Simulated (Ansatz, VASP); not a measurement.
# One calculation of Mg4C, two programs

```
CELL_PARAMETERS angstrom
3.21007 0.00000 0.00000
-1.60503 2.78000 0.00000
0.00000 0.00000 23.21478
ATOMIC_POSITIONS crystal
Mg 0.66667 0.33333 0.17230
Mg 0.33333 0.66667 0.28296
Mg 0.66667 0.33333 0.39208
Mg 0.33333 0.66667 0.50463
C 0.33333 0.16667 0.56503
```

Alike in both runs: functional PBE; k mesh 9 × 9 × 1; occupations gaussian, width 0.1 eV; no spin polarisation.

Ansatz relaxed the structure, and its values are those at the end. VASP's run is a single point on that final structure, the one shown.

|  | VASP | Ansatz |
| --- | --- | --- |
| version | VASP 6.6.1 | Ansatz 0.2.0 |
| potentials or method | VASP PAW PBE potentials, release 64 (Mg, C) | scalar-relativistic, plane waves, PAW |
| plane-wave cutoff (eV) | 520 | 420 |
| valence electrons in the cell | 12 | 44 |

|  | VASP | Ansatz | Ansatz less VASP |
| --- | --- | --- | --- |
| gap on the k mesh at the Fermi level (eV) | none | none | - |
| rms of the force components (eV/Å) | 0.032 | 0.035 | +0.0026 |
| work function, face that differs most (eV) | 3.76 | 3.75 | -0.007 |

A gap of «none» marks a metal or a gap that the smearing closes. The two sets of potentials don't hold the same shells in valence.
